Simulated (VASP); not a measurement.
Runs of VASP 6.6.1 on Ag. It takes space group Fm-3m (No. 225, cubic). Conventional cell: a = 4.052 Å, b = 4.052 Å, c = 4.052 Å, α = 90.00°, β = 90.00°, γ = 90.00°. Ag (site symmetry m-3m) is surrounded by 12 Ag at 2.87 Å. 

```tsv
level	k mesh	cutoff (eV)	smearing	gap on the mesh (eV)	pressure (GPa)
PBEsol	18 × 18 × 18	900	gaussian 0.1 eV	none	0.0
r2SCAN	18 × 18 × 18	520	gaussian 0.1 eV	none	(a)
PBEsol	18 × 18 × 18	520	gaussian 0.5 eV	none	0.0
PBEsol	26 × 26 × 26	520	gaussian 0.1 eV	none	-0.1
PBEsol	18 × 18 × 18	700	gaussian 0.1 eV	none	0.0
```

Alike in all rows: task single point; potentials or basis VASP PAW PBE potentials, release 64 (Ag); no spin polarisation; cell as given.

Question: Estimate the missing entries.

Answer: (a) 4.6.

Caveats: the PAW data sets were made with another functional, which shifts forces and pressure a little.

A k mesh can miss the band edges, and the runs leave out spin-orbit coupling on Ag.

A gap of «none» marks a metal or a gap under the smearing width.

Not every run made on this cell is shown here.
